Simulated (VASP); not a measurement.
Output of a VASP run:

File OSZICAR:
```
...
DAV:   3    -0.680684898547E+02   -0.30238E+01   -0.29249E+01  1076   0.442E+01
DAV:   4    -0.681154543840E+02   -0.46965E-01   -0.46804E-01   980   0.492E+00
DAV:   5    -0.681160237572E+02   -0.56937E-03   -0.56924E-03  1072   0.477E-01    0.153E+01
DAV:   6    -0.637424776327E+02    0.43735E+01   -0.27061E+00   960   0.185E+01    0.596E+00
DAV:   7    -0.637849571542E+02   -0.42480E-01   -0.17743E-01   980   0.400E+00    0.255E+00
DAV:   8    -0.638087529471E+02   -0.23796E-01   -0.19044E-01   884   0.492E+00    0.390E-01
DAV:   9    -0.638598548829E+02   -0.51102E-01   -0.77177E-02   868   0.285E+00    0.294E-01
DAV:  10    -0.638639781629E+02   -0.41233E-02   -0.23526E-03  1044   0.438E-01    0.240E-01
DAV:  11    -0.638643683367E+02   -0.39017E-03   -0.49022E-03   908   0.643E-01    0.110E-01
DAV:  12    -0.638657663836E+02   -0.13980E-02   -0.21170E-03   904   0.446E-01    0.359E-02
DAV:  13    -0.638659024805E+02   -0.13610E-03   -0.27087E-04   896   0.155E-01    0.217E-02
DAV:  14    -0.638659107754E+02   -0.82949E-05   -0.36690E-05   992   0.517E-02    0.105E-02
DAV:  15    -0.638659104396E+02    0.33583E-06   -0.31429E-06   912   0.187E-02
   1 F= -.63865910E+02 E0= -.63865683E+02  d E =-.638659E+02
       N       E                     dE             d eps       ncg     rms          rms(c)
DAV:   1    -0.640189635341E+02   -0.15305E+00   -0.59755E+00   868   0.306E+01    0.359E+00
DAV:   2    -0.638686483255E+02    0.15032E+00   -0.28491E-01   864   0.575E+00    0.121E+00
DAV:   3    -0.638523636796E+02    0.16285E-01   -0.52571E-02   964   0.247E+00    0.346E-01
DAV:   4    -0.638377193082E+02    0.14644E-01   -0.38304E-02   940   0.160E+00    0.214E-01
DAV:   5    -0.638503391357E+02   -0.12620E-01   -0.11152E-02   876   0.991E-01    0.159E-01
DAV:   6    -0.638501081493E+02    0.23099E-03   -0.11098E-03   984   0.295E-01    0.475E-02
DAV:   7    -0.638503456899E+02   -0.23754E-03   -0.27863E-04   908   0.146E-01    0.271E-02
DAV:   8    -0.638504049323E+02   -0.59242E-04   -0.17685E-04   936   0.122E-01    0.138E-02
DAV:   9    -0.638504375826E+02   -0.32650E-04   -0.37882E-05   880   0.706E-02    0.425E-03
DAV:  10    -0.638504409521E+02   -0.33696E-05   -0.41419E-06   892   0.247E-02    0.223E-03
DAV:  11    -0.638504412972E+02   -0.34511E-06   -0.21329E-07   444   0.549E-03
   2 F= -.63850441E+02 E0= -.63850194E+02  d E =0.154691E-01
       N       E                     dE             d eps       ncg     rms          rms(c)
DAV:   1    -0.639433459864E+02   -0.92905E-01   -0.24675E+00   860   0.191E+01    0.235E+00
DAV:   2    -0.638807892336E+02    0.62557E-01   -0.11079E-01   860   0.373E+00    0.808E-01
DAV:   3    -0.638727704457E+02    0.80188E-02   -0.24379E-02   964   0.172E+00    0.227E-01
DAV:   4    -0.638669564532E+02    0.58140E-02   -0.16571E-02   932   0.105E+00    0.140E-01
DAV:   5    -0.638720880257E+02   -0.51316E-02   -0.46625E-03   876   0.627E-01    0.104E-01
DAV:   6    -0.638720523802E+02    0.35646E-04   -0.42600E-04   992   0.187E-01    0.298E-02
DAV:   7    -0.638721380720E+02   -0.85692E-04   -0.10693E-04   896   0.991E-02    0.156E-02
DAV:   8    -0.638721448474E+02   -0.67755E-05   -0.54502E-05   920   0.706E-02    0.917E-03
DAV:   9    -0.638721564058E+02   -0.11558E-04   -0.14279E-05   868   0.452E-02    0.255E-03
DAV:  10    -0.638721583728E+02   -0.19670E-05   -0.14575E-06   540   0.154E-02    0.112E-03
DAV:  11    -0.638721585269E+02   -0.15405E-06   -0.87754E-08   436   0.341E-03
   3 F= -.63872159E+02 E0= -.63871930E+02  d E =-.624809E-02
```

**OUTCAR**
```
------------------------ aborting loop because EDIFF is reached ----------------------------------------
  FORCE on cell =-STRESS in cart. coord.  units (eV):
  Direction    XX          YY          ZZ          XY          YZ          ZX
  --------------------------------------------------------------------------------------
  Total       -0.0035660     -0.0035660     -0.0035660      0.0000000      0.0000000      0.0000000
  in kB       -0.1741576     -0.1741576     -0.1741576      0.0000000      0.0000000      0.0000000
  external PRESSURE =      -0.1741576 kB  Pullay stress =       0.0000000 kB
  volume of cell :       32.81
      direct lattice vectors                 reciprocal lattice vectors
     3.201219261 -0.000000000 -0.000000000     0.312380977  0.000000000 -0.000000000
    -0.000000000  3.201219261  0.000000000     0.000000000  0.312380977  0.000000000
     0.000000000 -0.000000000  3.201219261     0.000000000  0.000000000  0.312380977
 POSITION                                       TOTAL-FORCE (eV/Angst)
 -----------------------------------------------------------------------------------
      0.00000      0.00000      0.00000         0.000000      0.000000      0.000000
      1.60061      1.60061      1.60061        -0.000000     -0.000000      0.000000
 -----------------------------------------------------------------------------------
    total drift:                               -0.000000      0.000000      0.000000
  FREE ENERGIE OF THE ION-ELECTRON SYSTEM (eV)
  ---------------------------------------------------
  free  energy   TOTEN  =       -63.8721585269 eV

  energy  without entropy=      -63.8717021657  energy(sigma->0) =      -63.87193035

 reached required accuracy - stopping structural energy minimisation
```
(Selected blocks of OUTCAR.)

POSCAR:
```
TaAs
1
    3.1822350000     0.0000000000     0.0000000000
    0.0000000000     3.1822350000     0.0000000000
    0.0000000000     0.0000000000     3.1822350000
Ta As
1 1
Direct
  0.0000000000   0.0000000000   0.0000000000
  0.5000000000   0.5000000000   0.5000000000
```

Problem. Write an INCAR and KPOINTS that could have produced this output.

Solution. This is not unique; one that fits is the input of the run itself, r2SCAN meta-GGA, plane waves, VASP's PBE PAW potentials (set 64).

### KPOINTS
```
Automatic mesh
0
Gamma
8 8 8
0 0 0
```

INCAR:
```
ALGO = Normal
EDIFF = 1E-6
EDIFFG = -0.01
ENCUT = 400
IBRION = 2
ISIF = 3
ISMEAR = 0
LASPH = .True.
LCHARG = .False.
LMAXMIX = 6
LMIXTAU = .True.
LREAL = .False.
LWAVE = .False.
METAGGA = R2SCAN
NELM = 100
NSW = 60
PREC = Accurate
SIGMA = 0.05
SYSTEM = TaAs
```

POTCAR, in this order: Ta_pv As (PBE.64 set). Program: vasp_std.

The structure was generated: TaAs was put into the CsCl type (Pm-3m), which need not be its known phase. This run relaxes it. Symmetry was kept, so distortions that lower it aren't found.
